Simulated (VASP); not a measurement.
VASP runs on ScBi (space group P4_2/mmc) share one base input (PBE GGA, plane waves, VASP's PBE PAW potentials (set 64)) and change the settings named in each case.

### INCAR
```
! general
SYSTEM =ScBi
PREC   =Accurate
ENCUT  =300   ! plane-wave cut-off (eV)
LREAL  =.False.   ! projection in real space or not
LASPH  =.True.   ! aspherical one-centre terms

! electronic loop
EDIFF  =1E-6
NELM   =100   ! most electronic steps
ALGO   =Normal   ! blocked Davidson
LMAXMIX=4   ! l cut-off of mixed one-centre charges

! smearing
ISMEAR =-1   ! Fermi-Dirac
SIGMA  =0.1   ! width (eV)

! functional
GGA    =PE

! ions
ISIF   =2   ! forces and stress, cell fixed

! output
LWAVE  =.False.
LCHARG =.False.
```

POSCAR:
```
ScBi
1
    4.4561500000     0.0000000000     0.0000000000
    0.0000000000     4.4561500000     0.0000000000
    0.0000000000     0.0000000000     7.8464190000
Sc Bi
2 2
Direct
  0.0000000000   0.5000000000   0.0000000000
  0.5000000000   0.0000000000   0.5000000000
  0.0000000000   0.0000000000   0.2500000000
  0.0000000000   0.0000000000   0.7500000000
```

**KPOINTS**
```
Automatic
0
G
  5 5 3
0 0 0
```

POTCAR, in this order: Sc_sv Bi_d (PBE.64 set). Program: vasp_std.

```csv
change,E(σ→0) (eV/atom),pressure (GPa),−TS (eV)
base run,-4.9819,-1.24,-0.1263
"GGA removed, POTCAR Sc_sv Bi_d (LDA.64 set)",-5.4904,?,?
"GGA_COMPAT = .FALSE., LNONCOLLINEAR = .TRUE., LSORBIT = .TRUE., MAGMOM = 0.0 0.0 0.0 0.0 0.0 0.0 0.0 0.0 0.0 0.0 0.0 0.0, program vasp_ncl",-5.3805,-1.29,-0.1354
KPOINTS 2×2×1 Γ-centred mesh,-4.6834,-0.17,-0.1685
```

Complete the blanks.

- GGA removed, POTCAR Sc_sv Bi_d (LDA.64 set), pressure (GPa): -3.86
- GGA removed, POTCAR Sc_sv Bi_d (LDA.64 set), −TS (eV): -0.1305

Energies of different potentials or functionals have different zeros.  Unless said otherwise, spin-orbit coupling is left out, though it shifts the bands of the heavy elements here. At 300 eV the pressure can carry a Pulay error.

Left out are runs that ran out of time, are held back, or changed the cell or the kind of run, fixed moments of cells without a moment, rows past the twelfth, gaps on odd meshes, pressures of charged cells and columns that move by less than the noise.

The structure was generated: ScBi was put into an ordered model structure, which need not be its known phase. The cell was not relaxed at this level.
